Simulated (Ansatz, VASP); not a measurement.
## PtSe2 in two plane-wave programs

One calculation is typed for both programs; each brings its own data sets and cutoff. How far apart do they land? The cell is taken from a series of VASP runs on this material, whose earlier steps may have relaxed, scaled or displaced it; both programs get it as it stands.

Method: plane waves, with VASP 6.6.1 beside it; zone-centre phonons at PBEsol with D3(BJ) and relaxation of cell and atoms at r2SCAN, in Ansatz 0.2.0.

**1. The structure**

Symmetry: P-3m1, No. 164, trigonal system. Conventional cell: a = 3.741 Å, b = 3.741 Å, c = 4.624 Å, α = 90.00°, β = 90.00°, γ = 120.00°. Nearest to Pt lie 6 Se at 2.50 Å. Nearest to Se lie 3 Pt at 2.50 Å. Farther neighbours and most contacts between anions are not listed.

Coordinates:

```xyz
3
Lattice="3.7410 0.0000 0.0000 -1.8705 3.2398 0.0000 0.0000 0.0000 4.6239" Properties=species:S:1:pos:R:3 pbc="T T T"
Pt    0.0000    0.0000    0.0000
Se    1.8705    1.0799    3.3645
Se    0.0000    2.1599    1.2594
```

**2. VASP: zone-centre phonons, PBEsol with D3(BJ)**

Second derivatives magnify differences that forces hide, and they need a tight electronic threshold.

Lines of VASP's logs that name or quote its potential files are left out, and so is its time.

INCAR reads:

```
SYSTEM = PtSe2
PREC = Accurate
ENCUT = 450
EDIFF = 1E-08
NELM = 100
ISMEAR = 0
SIGMA = 0.05
LREAL = .FALSE.
ALGO = Normal
GGA = PS
IVDW = 12
NBANDS = 17
LORBIT = 11
LWAVE = .FALSE.
LCHARG = .FALSE.
KPAR = 4
IBRION = 6
NFREE = 2
POTIM = 0.015
NSW = 1
ISIF = 2
```

POSCAR reads:

```
PtSe2
1.0
    3.7410049748      0.0000000000      0.0000000000
   -1.8705024874      3.2398053438      0.0000000000
    0.0000000000      0.0000000000      4.6238884767
Pt Se
1 2
Direct
    0.0000000000      0.0000000000      0.0000000000
    0.6666666667      0.3333333333      0.7276331845
    0.3333333333      0.6666666667      0.2723668155
```

KPOINTS reads:

```
Automatic mesh
0
Gamma
10 10 8
0 0 0
```

The projector-augmented-wave data sets are Pt and Se (PBE family, release 64).

Started as:

```bash
> mpirun -np 4 vasp_std
```

Numbers of over 12 decimals in the logs are rounded to 6 here.

The log of the run:

```text
[banner, memory and clock lines left out]
running    4 mpi-ranks, on    1 nodes
 distrk:  each k-point on    1 cores,    4 groups
 distr:  one band on    1 cores,    1 groups

 POSCAR found type information on POSCAR PtSe
 POSCAR found :  2 types and       3 ions
|                                                                             |
|               ----> ADVICE to this user running VASP <----                  |
|                                                                             |
|     You enforced a specific xc type in the INCAR file but a different       |
|     [... a line on the potential file left out ...]
|     I HOPE YOU KNOW WHAT YOU ARE DOING!                                     |
|                                                                             |

 LDA part: xc-table for (Slater+PW92), standard interpolation
 POSCAR, INCAR and KPOINTS ok, starting setup
 FFT: planning ... GRIDC
 FFT: planning ... GRID_SOFT
 FFT: planning ... GRID
 WAVECAR not read
 entering main loop
       N       E                     dE             d eps       ncg     rms          rms(c)
DAV:   1     0.995126409329E+02    0.99513E+02   -0.94556E+03  3244   0.102E+03
DAV:   2    -0.124845688035E+02   -0.11200E+03   -0.10860E+03  3992   0.209E+02
DAV:   3    -0.166221526248E+02   -0.41376E+01   -0.40868E+01  3851   0.411E+01
DAV:   4    -0.166488582490E+02   -0.26706E-01   -0.26698E-01  4030   0.361E+00
DAV:   5    -0.166491101002E+02   -0.25185E-03   -0.25184E-03  4057   0.334E-01    0.132E+01
DAV:   6    -0.160852496070E+02    0.56386E+00   -0.46458E+00  3272   0.191E+01    0.801E+00
DAV:   7    -0.158838150909E+02    0.20143E+00   -0.83801E-01  3254   0.915E+00    0.403E+00
DAV:   8    -0.158603878283E+02    0.23427E-01   -0.57601E-02  3562   0.166E+00    0.803E-01
DAV:   9    -0.158574268246E+02    0.29610E-02   -0.73789E-03  3515   0.816E-01    0.193E-01
DAV:  10    -0.158574199177E+02    0.69069E-05   -0.11782E-03  3679   0.214E-01    0.363E-02
DAV:  11    -0.158574193804E+02    0.53727E-06   -0.46886E-05  3907   0.462E-02    0.265E-02
DAV:  12    -0.158574191013E+02    0.27916E-06   -0.28267E-06  3817   0.105E-02    0.709E-03
DAV:  13    -0.158574188180E+02    0.28327E-06   -0.46725E-07  3904   0.476E-03    0.154E-03
DAV:  14    -0.158574187844E+02    0.33636E-07   -0.39715E-08  3809   0.136E-03    0.233E-04
DAV:  15    -0.158574187971E+02   -0.12751E-07   -0.17724E-09  1798   0.293E-04    0.137E-04
DAV:  16    -0.158574188028E+02   -0.57048E-08   -0.60540E-10  1731   0.164E-04
   1 F= -.17250746E+02 E0= -.17250336E+02  d E =-.820095E-03
[... from here on, the cycles between the ionic steps are left out ...]
   2 F= -.17248929E+02 E0= -.17248520E+02  d E =-.818578E-03
   3 F= -.17248929E+02 E0= -.17248520E+02  d E =-.818574E-03
   4 F= -.17248967E+02 E0= -.17248557E+02  d E =-.821036E-03
   5 F= -.17248967E+02 E0= -.17248557E+02  d E =-.821038E-03
   6 F= -.17249844E+02 E0= -.17249447E+02  d E =-.794162E-03
   7 F= -.17249844E+02 E0= -.17249447E+02  d E =-.794159E-03
   8 F= -.17249523E+02 E0= -.17249107E+02  d E =-.831101E-03
 Finite differences progress:
  Degree of freedom:   4/  4
  Displacement:        1/  2
  Total:               7/  8
 bond charge predicted
       N       E                     dE             d eps       ncg     rms          rms(c)
DAV:   1    -0.158545034151E+02    0.16950E-02   -0.66482E-01  3201   0.455E+00    0.316E-01
DAV:   2    -0.158562559397E+02   -0.17525E-02   -0.22286E-02  4071   0.875E-01    0.163E-01
DAV:   3    -0.158562225138E+02    0.33426E-04   -0.34447E-04  3593   0.172E-01    0.901E-02
DAV:   4    -0.158562093649E+02    0.13149E-04   -0.37278E-05  3975   0.590E-02    0.420E-02
DAV:   5    -0.158562065962E+02    0.27687E-05   -0.65475E-06  3801   0.193E-02    0.448E-03
DAV:   6    -0.158562064407E+02    0.15550E-06   -0.51485E-07  3795   0.500E-03    0.192E-03
DAV:   7    -0.158562064331E+02    0.76463E-08   -0.93788E-08  3780   0.250E-03
   9 F= -.17249537E+02 E0= -.17249146E+02  d E =-.780216E-03
 Finite differences progress:
  Degree of freedom:   4/  4
  Displacement:        2/  2
  Total:               8/  8
```

Parts of OUTCAR (step 2):

```text
ion  position               nearest neighbor table
   1  0.000  0.000  0.000-   2 2.50   3 2.50   3 2.50   2 2.50   2 2.50   3 2.50
   2  0.667  0.333  0.728-   1 2.50   1 2.50   1 2.50
   3  0.333  0.667  0.272-   1 2.50   1 2.50   1 2.50

  LATTYP: Found a hexagonal cell.
 ALAT       =     3.7410049748
 C/A-ratio  =     1.2360016915

 Subroutine GETGRP returns: Found 12 space group operations
 (whereof 12 operations were pure point group operations)

The static configuration has the point symmetry D_3d.

 Found     94 irreducible k-points:

   k-points           NKPTS =     94   k-points in BZ     NKDIM =     94   number of bands    NBANDS=     17

   dimension x,y,z NGX =    28 NGY =   28 NGZ =   32
   dimension x,y,z NGXF=    56 NGYF=   56 NGZF=   64

   ENCUT  =  450.0 eV  33.07 Ry    5.75 a.u.   6.47  6.47  8.00*2*pi/ulx,y,z

   NELECT =      22.0000    total number of electrons

 k-points in reciprocal lattice and weights: Automatic mesh
   0.00000000  0.00000000  0.00000000       0.001
   0.10000000  0.00000000  0.00000000       0.007
   0.20000000  0.00000000  0.00000000       0.007
   0.30000000  0.00000000  0.00000000       0.007
   0.40000000 -0.00000000  0.00000000       0.007
   0.50000000  0.00000000  0.00000000       0.004
   0.10000000  0.10000000  0.00000000       0.007
   0.20000000  0.10000000  0.00000000       0.015
   0.30000000  0.10000000  0.00000000       0.015
[...]
0.40000000  0.20000000  0.50000000       0.007
   0.30000000  0.30000000  0.50000000       0.007

 Edisp (eV)   -1.39332

 average (electrostatic) potential at core
       1 -67.5010       2 -51.8469       3 -51.8618

 E-fermi :   7.2619

 k-point     1 :       0.0000    0.0000    0.0000
  band No.  band energies     occupation
    ...
      6       3.4208      2.00000
      7       3.4208      2.00000
      8       4.8149      2.00000
      9       6.3047      2.00000
     10       6.3047      2.00000
     11       8.1867      0.00000
     12       8.1867      0.00000
     13       8.3011      0.00000
     14      10.3407      0.00000
     15      11.6177      0.00000
    ...

 k-point     2 :       0.1000    0.0000    0.0000
  band No.  band energies     occupation
    ...
      7       3.3413      2.00000
      8       4.5463      2.00000
      9       5.8120      2.00000
     10       6.0593      2.00000
     11       7.2105      1.85462
     12       8.4309      0.00000
     13       9.0874      0.00000
     14      10.9820      0.00000
     15      12.2585      0.00000
     16      14.1195      0.00000
    ...

 k-point     3 :       0.2000    0.0000    0.0000
  band No.  band energies     occupation
    ...
      7       3.1669      2.00000
      8       3.9577      2.00000
      9       5.2822      2.00000
     10       5.5098      2.00000
     11       6.3029      2.00000
     12       8.9660      0.00000
     13       9.2593      0.00000
     14      12.0628      0.00000
     15      13.0624      0.00000
     16      14.4131      0.00000
    ...

 Edisp (eV)   -1.39333

  Total      -0.14971    -0.14971    -0.15005     0.00000     0.00000    -0.00000
  in kB      -4.28009    -4.28009    -4.28976     0.00000     0.00000    -0.00000
  external pressure =       -4.28 kB  Pullay stress =        0.00 kB

  energy-cutoff  :      450.00
  volume of cell :       56.04
      direct lattice vectors                 reciprocal lattice vectors
     3.741004975  0.000000000  0.000000000     0.267307851  0.154330260  0.000000000
    -1.870502487  3.239805344  0.000000000     0.000000000  0.308660519  0.000000000
     0.000000000  0.000000000  4.623888477     0.000000000  0.000000000  0.216268192

 POSITION                                       TOTAL-FORCE (eV/Angst)
 -----------------------------------------------------------------------------------
      0.00000      0.00000      0.00000         0.000000     -0.000000     -0.117241
      1.87050      1.07994      3.34949        -0.000000      0.000000      0.160834
     -0.00000      2.15987      1.25939         0.000000     -0.000000     -0.043593
 -----------------------------------------------------------------------------------
    total drift:                               -0.000000     -0.000000      0.000043

  FREE ENERGIE OF THE ION-ELECTRON SYSTEM (eV)
  ---------------------------------------------------
  free  energy   TOTEN  =       -17.2495365178 eV

  energy  without entropy=      -17.2487563017  energy(sigma->0) =      -17.24914641

 Eigenvectors and eigenvalues of the dynamical matrix
 ----------------------------------------------------

   1 f  =    6.727805 THz    42.272044 2PiTHz  224.415408 cm-1    27.823952 meV
             X         Y         Z           dx          dy          dz
      0.000000  0.000000  0.000000     0.668868   -0.000007   -0.000000
      1.870502  1.079935  3.364495    -0.525650    0.000005    0.000000
     -0.000000  2.159870  1.259394    -0.525650    0.000005   -0.000000

   2 f  =    6.727805 THz    42.272044 2PiTHz  224.415408 cm-1    27.823952 meV
             X         Y         Z           dx          dy          dz
      0.000000  0.000000  0.000000    -0.000007   -0.668868    0.000000
      1.870502  1.079935  3.364495     0.000005    0.525650   -0.000000
     -0.000000  2.159870  1.259394     0.000005    0.525650    0.000000

   3 f  =    6.655321 THz    41.816618 2PiTHz  221.997628 cm-1    27.524186 meV
             X         Y         Z           dx          dy          dz
      0.000000  0.000000  0.000000    -0.000000   -0.000000   -0.668818
      1.870502  1.079935  3.364495     0.000000    0.000000    0.525682
     -0.000000  2.159870  1.259394     0.000000    0.000000    0.525682

   4 f  =    6.519329 THz    40.962150 2PiTHz  217.461394 cm-1    26.961764 meV
             X         Y         Z           dx          dy          dz
      0.000000  0.000000  0.000000    -0.000000   -0.000000   -0.000000
      1.870502  1.079935  3.364495     0.000000    0.000000    0.707107
     -0.000000  2.159870  1.259394     0.000000    0.000000   -0.707107

   5 f  =    4.967646 THz    31.212643 2PiTHz  165.702850 cm-1    20.544526 meV
             X         Y         Z           dx          dy          dz
      0.000000  0.000000  0.000000     0.000000    0.000000    0.000000
      1.870502  1.079935  3.364495    -0.707107   -0.000000   -0.000000
     -0.000000  2.159870  1.259394     0.707107    0.000000    0.000000

   6 f  =    4.967646 THz    31.212643 2PiTHz  165.702850 cm-1    20.544526 meV
             X         Y         Z           dx          dy          dz
      0.000000  0.000000  0.000000    -0.000000   -0.000000   -0.000000
      1.870502  1.079935  3.364495     0.000000   -0.707107   -0.000000
     -0.000000  2.159870  1.259394    -0.000000    0.707107   -0.000000

   7 f/i=    0.000124 THz     0.000782 2PiTHz    0.004150 cm-1     0.000515 meV
             X         Y         Z           dx          dy          dz
      0.000000  0.000000  0.000000     0.741220    0.056655   -0.000000
      1.870502  1.079935  3.364495     0.471585    0.036045   -0.000000
     -0.000000  2.159870  1.259394     0.471585    0.036045   -0.000000

   8 f/i=    0.000124 THz     0.000782 2PiTHz    0.004150 cm-1     0.000515 meV
             X         Y         Z           dx          dy          dz
      0.000000  0.000000  0.000000     0.056655   -0.741220    0.000000
      1.870502  1.079935  3.364495     0.036045   -0.471585    0.000000
     -0.000000  2.159870  1.259394     0.036045   -0.471585    0.000000

   9 f/i=    0.000322 THz     0.002024 2PiTHz    0.010747 cm-1     0.001332 meV
             X         Y         Z           dx          dy          dz
      0.000000  0.000000  0.000000     0.000000   -0.000000   -0.743426
      1.870502  1.079935  3.364495     0.000000   -0.000000   -0.472926
     -0.000000  2.159870  1.259394     0.000000   -0.000000   -0.472926

 ELASTIC MODULI CONTR FROM IONIC RELAXATION (kBar)
 Direction    XX          YY          ZZ          XY          YZ          ZX
 --------------------------------------------------------------------------------
 XX        -559.0052   -347.3036   -439.2616     -0.0000    207.3174      0.0000
 YY        -347.3036   -559.0052   -439.2616      0.0000   -207.3174     -0.0000
 ZZ        -439.2616   -439.2616   -425.7946     -0.0000      0.0000      0.0000
 XY          -0.0000      0.0000     -0.0000   -105.8508      0.0000    207.3174
 YZ         207.3174   -207.3174      0.0000      0.0000   -406.0480     -0.0000
 ZX           0.0000     -0.0000      0.0000    207.3174     -0.0000   -406.0481
 --------------------------------------------------------------------------------

 total charge
# of ion       s       p       d       tot
------------------------------------------
    1        0.684   0.699   8.059   9.442
    2        1.490   2.214   0.082   3.787
    3        1.490   2.214   0.082   3.787
--------------------------------------------------
tot          3.664   5.128   8.223  17.015

[... 3 further parts left out ...]
```

CONTCAR:

```
PtSe2
   1.00000000000000
     3.7410049748000000    0.0000000000000000    0.0000000000000000
    -1.8705024874000000    3.2398053438000001    0.0000000000000000
     0.0000000000000000    0.0000000000000000    4.6238884767000004
  Pt              Se
     1     2
Direct
     0.0000000000000000    0.0000000000000000    0.0000000000000000
     0.6666666667000029    0.3333333332999970    0.7243891616228079
     0.3333333332999970    0.6666666667000030    0.2723668154999999
```

(Part 1 of 2 ends here.)

[Lines on the potential files, build, host, timing and source positions are cut from VASP's logs without a mark.]

[Logs are printed without paths, hosts, clocks, repeated set-up lines and the standing remarks that a program may print on its own settings, such as how far it seeks lower states.]

[Hosts, paths, dates, database ids (printed as entryN), source tags and the programs' standing remarks are cut or masked in the printed files.]
